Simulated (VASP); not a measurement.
Level of theory: revPBE GGA, VASP's PBE PAW potentials (set 64) (plane waves; VASP).

The input files of a VASP run:

POSCAR:
```
Sn
1
   -2.9848804298     2.9848804298     1.6273526853
    2.9848804298    -2.9848804298     1.6273526853
    2.9848804298     2.9848804298    -1.6273526853
Sn
2
Direct
  0.2500000000   0.7500000000   0.5000000000
  0.0000000000   1.0000000000   0.0000000000
```

INCAR:
```
ALGO = Normal
EDIFF = 1E-6
EDIFFG = -0.01
ENCUT = 520
GGA = RE
IBRION = 2
ISIF = 3
ISMEAR = 1
LASPH = .TRUE.
LCHARG = .FALSE.
LMAXMIX = 4
LREAL = .FALSE.
LWAVE = .FALSE.
NELM = 100
NSW = 60
PREC = Accurate
SIGMA = 0.1
SYSTEM = Sn
```

**KPOINTS**
```
Automatic
0
gamma
11 11 11
0 0 0
```

POTCAR, in this order: Sn_d (PBE.64 set). Program: vasp_std.

The resulting files:

**OSZICAR**
```
       N       E                     dE             d eps       ncg     rms          rms(c)
DAV:   1     0.201918000203E+03    0.20192E+03   -0.15073E+04  4546   0.238E+03
DAV:   2     0.110044160988E+02   -0.19091E+03   -0.18863E+03  4538   0.446E+02
DAV:   3    -0.645466449056E+01   -0.17459E+02   -0.17256E+02  5234   0.139E+02
DAV:   4    -0.698056592909E+01   -0.52590E+00   -0.52472E+00  5224   0.264E+01
DAV:   5    -0.700096426220E+01   -0.20398E-01   -0.20396E-01  6062   0.476E+00    0.215E+00
DAV:   6    -0.699420162984E+01    0.67626E-02   -0.29567E-02  5830   0.257E+00    0.123E+00
DAV:   7    -0.699468952786E+01   -0.48790E-03   -0.20299E-02  5810   0.209E+00    0.155E-01
DAV:   8    -0.699485350787E+01   -0.16398E-03   -0.18514E-03  5166   0.617E-01    0.381E-02
DAV:   9    -0.699486722983E+01   -0.13722E-04   -0.62848E-05  5906   0.829E-02    0.135E-02
DAV:  10    -0.699486586414E+01    0.13657E-05   -0.10320E-05  5636   0.473E-02    0.158E-03
DAV:  11    -0.699486609799E+01   -0.23385E-06   -0.30303E-07  2460   0.825E-03
   1 F= -.69948661E+01 E0= -.69945572E+01  d E =-.699487E+01
       N       E                     dE             d eps       ncg     rms          rms(c)
DAV:   1    -0.701084364833E+01   -0.15978E-01   -0.39384E-01  4954   0.560E+00    0.589E-01
DAV:   2    -0.700188065080E+01    0.89630E-02   -0.20345E-02  4946   0.226E+00    0.368E-01
DAV:   3    -0.699670637769E+01    0.51743E-02   -0.11090E-02  5650   0.161E+00    0.404E-02
DAV:   4    -0.699683729102E+01   -0.13091E-03   -0.18223E-03  4728   0.544E-01    0.261E-02
DAV:   5    -0.699683484432E+01    0.24467E-05   -0.51858E-05  5630   0.102E-01    0.750E-03
DAV:   6    -0.699683451312E+01    0.33121E-06   -0.26421E-06  4254   0.255E-02
   2 F= -.69968345E+01 E0= -.69967295E+01  d E =-.196842E-02
       N       E                     dE             d eps       ncg     rms          rms(c)
DAV:   1    -0.700238879730E+01   -0.55540E-02   -0.14186E-01  4986   0.336E+00    0.354E-01
DAV:   2    -0.699912748401E+01    0.32613E-02   -0.72994E-03  5046   0.142E+00    0.221E-01
DAV:   3    -0.699724965116E+01    0.18778E-02   -0.40252E-03  5734   0.999E-01    0.246E-02
DAV:   4    -0.699730081018E+01   -0.51159E-04   -0.70217E-04  4708   0.340E-01    0.156E-02
DAV:   5    -0.699729989993E+01    0.91025E-06   -0.20009E-05  5786   0.644E-02    0.412E-03
DAV:   6    -0.699729983441E+01    0.65521E-07   -0.74591E-07  2518   0.141E-02
   3 F= -.69972998E+01 E0= -.69973112E+01  d E =-.243374E-02
       N       E                     dE             d eps       ncg     rms          rms(c)
DAV:   1    -0.699748285144E+01   -0.18295E-03   -0.47923E-03  5022   0.617E-01    0.652E-02
DAV:   2    -0.699737284560E+01    0.11001E-03   -0.24885E-04  5266   0.280E-01    0.406E-02
DAV:   3    -0.699730868180E+01    0.64164E-04   -0.13388E-04  5796   0.189E-01    0.457E-03
DAV:   4    -0.699731053914E+01   -0.18573E-05   -0.25771E-05  4724   0.662E-02    0.286E-03
DAV:   5    -0.699731038213E+01    0.15701E-06   -0.57333E-07  2434   0.122E-02
   4 F= -.69973104E+01 E0= -.69973336E+01  d E =-.244428E-02
```

File OUTCAR:
```
------------------------ aborting loop because EDIFF is reached ----------------------------------------
  FORCE on cell =-STRESS in cart. coord.  units (eV):
  Direction    XX          YY          ZZ          XY          YZ          ZX
  --------------------------------------------------------------------------------------
  Total       -0.0071925     -0.0071925     -0.0098382      0.0000000     -0.0000000      0.0000000
  in kB       -0.1985708     -0.1985708     -0.2716113      0.0000000     -0.0000000      0.0000000
  external PRESSURE =      -0.2229176 kB  Pullay stress =       0.0000000 kB
  volume of cell :       58.03
      direct lattice vectors                 reciprocal lattice vectors
    -3.001745022  3.001745022  1.610159484     0.000000000  0.166569777  0.310528246
     3.001745022 -3.001745022  1.610159484     0.166569777  0.000000000  0.310528246
     3.001745022  3.001745022 -1.610159484     0.166569777  0.166569777  0.000000000
 POSITION                                       TOTAL-FORCE (eV/Angst)
 -----------------------------------------------------------------------------------
      3.00175      0.00000      0.80508        -0.000000      0.000000     -0.000000
      0.00000      6.00349      0.00000         0.000000     -0.000000      0.000000
 -----------------------------------------------------------------------------------
    total drift:                                0.000000      0.000000     -0.000000
  FREE ENERGIE OF THE ION-ELECTRON SYSTEM (eV)
  ---------------------------------------------------
  free  energy   TOTEN  =        -6.9973103821 eV

  energy  without entropy=       -6.9973799608  energy(sigma->0) =       -6.99733358

 reached required accuracy - stopping structural energy minimisation
```
(Selected blocks of OUTCAR.)

### CONTCAR
```
Sn
   1.00000000000000
    -3.0017450224818774    3.0017450224818774    1.6101594839175095
     3.0017450224818774   -3.0017450224818774    1.6101594839175095
     3.0017450224818774    3.0017450224818774   -1.6101594839175095
  Sn
     2
Direct
     0.2500000000000000    0.7500000000000000    0.5000000000000000
     1.0000000000000000    0.0000000000000000    1.0000000000000000
```

The compound is Sn in the beta structure. This run relaxes it. Symmetry was kept, so distortions that lower it aren't found. The start is the result of an earlier pass.
